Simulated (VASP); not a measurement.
VASP input:

KPOINTS:
```
Automatic mesh
0
Gamma
1 1 1
0 0 0
```

**POSCAR**
```
RbBr
1
    0.0000000000     3.4450000000     3.4450000000
    3.4450000000     0.0000000000     3.4450000000
    3.4450000000     3.4450000000     0.0000000000
Rb Br
1 1
Direct
  0.0000000000   0.0000000000   0.0000000000
  0.5000000000   0.5000000000   0.5000000000
```

**INCAR**
```
ALGO=Normal
EDIFF=1E-6
ENCUT=400
GGA=PE
ISIF=2
ISMEAR=0
LASPH=T
LCHARG=F
LMAXMIX=4
LREAL=F
LWAVE=F
NELM=100
PREC=Accurate
SIGMA=0.05
SYSTEM=RbBr
```

POTCAR, in this order: Rb_sv Br (PBE.64 set). Program: vasp_std.

Task: Write an equivalent input for Quantum ESPRESSO's pw.x.

Result: One equivalent input (not run):
```
&CONTROL
  calculation = 'scf'
  pseudo_dir = './pseudo'
  outdir = './out'
  tprnfor = .true.
  tstress = .true.
/
&SYSTEM
  ibrav = 0
  nat = 2
  ntyp = 2
  ecutwfc = 46.3
  occupations = 'smearing'
  smearing = 'gaussian'
  degauss = 0.003675
  input_dft = 'pbe'
/
&ELECTRONS
  conv_thr = 7.3e-08
  electron_maxstep = 100
/
ATOMIC_SPECIES
  Rb 85.468 Rb.upf
  Br 79.904 Br.upf
CELL_PARAMETERS angstrom
     0.0000000    3.4450000    3.4450000
     3.4450000    0.0000000    3.4450000
     3.4450000    3.4450000    0.0000000
ATOMIC_POSITIONS crystal
  Rb   0.0000000  0.0000000  0.0000000
  Br   0.5000000  0.5000000  0.5000000
K_POINTS automatic
  1 1 1 0 0 0
```
What does not carry over: the potentials are each code's own (VASP's PAW set, PseudoDojo norm-conserving files in pw.x), so ENCUT and ecutwfc are chosen apart and not converted; conv_thr bounds pw.x's estimated SCF error, while EDIFF bounds the energy change between steps.

The compound is RbBr in the rock salt structure. The cell was not relaxed at this level. The k-mesh is coarse (spacing up to 1.58 per Å, 2π included), so the numbers may not be converged in it. The run is one of a series of settings (KPOINTS 1×1×1 Γ-centred mesh against the base run), some of them coarse on purpose.
